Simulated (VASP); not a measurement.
OSZICAR of a VASP run on TiB₂ (AlB2 type):

OSZICAR:
```
       N       E                     dE             d eps       ncg     rms          rms(c)
DAV:   1     0.128545495301E+03    0.12855E+03   -0.92753E+03  2964   0.160E+03
DAV:   2    -0.203254315164E+02   -0.14887E+03   -0.14494E+03  3054   0.399E+02
DAV:   3    -0.292768623452E+02   -0.89514E+01   -0.88107E+01  4354   0.937E+01
DAV:   4    -0.295433376200E+02   -0.26648E+00   -0.26612E+00  3757   0.147E+01
DAV:   5    -0.295494805633E+02   -0.61429E-02   -0.61427E-02  4384   0.203E+00    0.189E+01
DAV:   6    -0.242055123501E+02    0.53440E+01   -0.24766E+01  3882   0.619E+01    0.441E+00
DAV:   7    -0.242590034690E+02   -0.53491E-01   -0.14482E+00  3210   0.141E+01    0.386E+00
DAV:   8    -0.242731031797E+02   -0.14100E-01   -0.14331E-01  4470   0.330E+00    0.629E-01
DAV:   9    -0.242699000090E+02    0.32032E-02   -0.39620E-02  3879   0.269E+00    0.249E-01
DAV:  10    -0.242694154096E+02    0.48460E-03   -0.50534E-03  3723   0.106E+00    0.114E-01
DAV:  11    -0.242693285965E+02    0.86813E-04   -0.22408E-04  3647   0.187E-01    0.525E-02
DAV:  12    -0.242693191103E+02    0.94862E-05   -0.68325E-05  3798   0.108E-01    0.103E-02
DAV:  13    -0.242693186863E+02    0.42403E-06   -0.71925E-06  3567   0.370E-02    0.430E-03
DAV:  14    -0.242693187944E+02   -0.10811E-06   -0.40360E-07  3456   0.834E-03    0.641E-04
DAV:  15    -0.242693188133E+02   -0.18894E-07   -0.28670E-08  1627   0.228E-03
   1 F= -.25225292E+02 E0= -.25225042E+02  d E =-.252253E+02
       N       E                     dE             d eps       ncg     rms          rms(c)
DAV:   1    -0.242739761897E+02   -0.46574E-02   -0.18667E-01  3229   0.711E+00    0.429E-01
DAV:   2    -0.242719353974E+02    0.20408E-02   -0.10070E-02  3101   0.109E+00    0.251E-01
DAV:   3    -0.242710006651E+02    0.93473E-03   -0.10405E-03  3428   0.444E-01    0.745E-02
DAV:   4    -0.242709086309E+02    0.92034E-04   -0.19329E-04  3559   0.174E-01    0.110E-02
DAV:   5    -0.242709054284E+02    0.32025E-05   -0.16421E-05  3153   0.511E-02    0.466E-03
DAV:   6    -0.242709051241E+02    0.30436E-06   -0.80745E-07  3352   0.119E-02    0.191E-03
DAV:   7    -0.242709051266E+02   -0.25113E-08   -0.35525E-08  1977   0.251E-03
   2 F= -.25226723E+02 E0= -.25226520E+02  d E =-.143133E-02
```

Which electronic solver shows in the log?

It is blocked Davidson (ALGO = Normal, or the opening steps of other solvers). The INCAR had ALGO = Normal.

Can the final energy be trusted as converged?

Self-consistency was reached. It stopped with EDIFF = 1E-7, NELM = 100, NSW = 30 and EDIFFG = -0.01 after 2 ionic steps (PBE GGA with D3 dispersion (zero damping), plane waves, VASP's PBE PAW potentials (set 64)).

The compound is TiB2 in the AlB2 type structure. This cell is one point of a volume scan, at 0.94 of the reference volume. Symmetry was kept, so distortions that lower it aren't found.
